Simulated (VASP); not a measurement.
A VASP calculation is set up with these files.

### KPOINTS
```
Automatic mesh
0
Gamma
  6 6 3
```

File POSCAR:
```
HfS2
1.0
  1.8351286330  -3.1785358095   0.0000000000
  1.8351286330   3.1785358095   0.0000000000
  0.0000000000   0.0000000000   7.8119588261
Hf S
1 2
Cart
  0.0000000000   0.0000000000   0.0000000000
  1.8351286330   1.0595140555   1.4439353096
  1.8351286330  -1.0595140555   6.3680235165
```

**INCAR**
```
# general
SYSTEM  = HfS2
PREC    = Accurate
ENCUT   = 520   # plane-wave cut-off (eV)
LREAL   = .FALSE.
LASPH   = .TRUE.   # aspherical one-centre terms

# electronic loop
EDIFF   = 1E-6   # SCF stop (eV)
NELM    = 100
ALGO    = Normal
LMAXMIX = 6   # l cut-off of mixed one-centre charges

# smearing
ISMEAR  = 0
SIGMA   = 0.05   # width (eV)

# functional
GGA     = RE   # revPBE

# ions
IBRION  = 2   # conjugate gradients
NSW     = 60   # most ionic steps
ISIF    = 3   # ions, shape and volume
EDIFFG  = -0.02

# output
LWAVE   = .FALSE.
LCHARG  = .FALSE.
```

POTCAR, in this order: Hf_pv S (PBE.64 set). Program: vasp_std.

### Question
Translate this revPBE calculation to Quantum ESPRESSO's pw.x.

### Answer
One equivalent input (not run):
```
&CONTROL
  calculation = 'vc-relax'
  pseudo_dir = './pseudo'
  outdir = './out'
  tprnfor = .true.
  tstress = .true.
  nstep = 60
  forc_conv_thr = 0.00078
/
&SYSTEM
  ibrav = 0
  nat = 3
  ntyp = 2
  ecutwfc = 58
  occupations = 'smearing'
  smearing = 'gaussian'
  degauss = 0.003675
  input_dft = 'revpbe'
/
&ELECTRONS
  conv_thr = 7.3e-08
  electron_maxstep = 100
/
&IONS
/
&CELL
/
ATOMIC_SPECIES
  Hf 178.490 Hf.upf
  S 32.060 S.upf
CELL_PARAMETERS angstrom
     1.8351286   -3.1785358    0.0000000
     1.8351286    3.1785358   -0.0000000
     0.0000000   -0.0000000    7.8119588
ATOMIC_POSITIONS crystal
  Hf   0.0000000  0.0000000  0.0000000
  S    0.3333330  0.6666670  0.1848365
  S    0.6666670  0.3333330  0.8151635
K_POINTS automatic
  6 6 3 0 0 0
```
The two are equivalent in intent, not identical: the potentials are each code's own (VASP's PAW set, PseudoDojo norm-conserving files in pw.x), so ENCUT and ecutwfc are chosen apart and not converted; conv_thr bounds pw.x's estimated SCF error, while EDIFF bounds the energy change between steps; forc_conv_thr acts on force components and is met together with etot_conv_thr.

The compound is HfS2 in the 1T layered structure. It was relaxed first, which changed the volume by +37 %. The start is the result of an earlier pass.
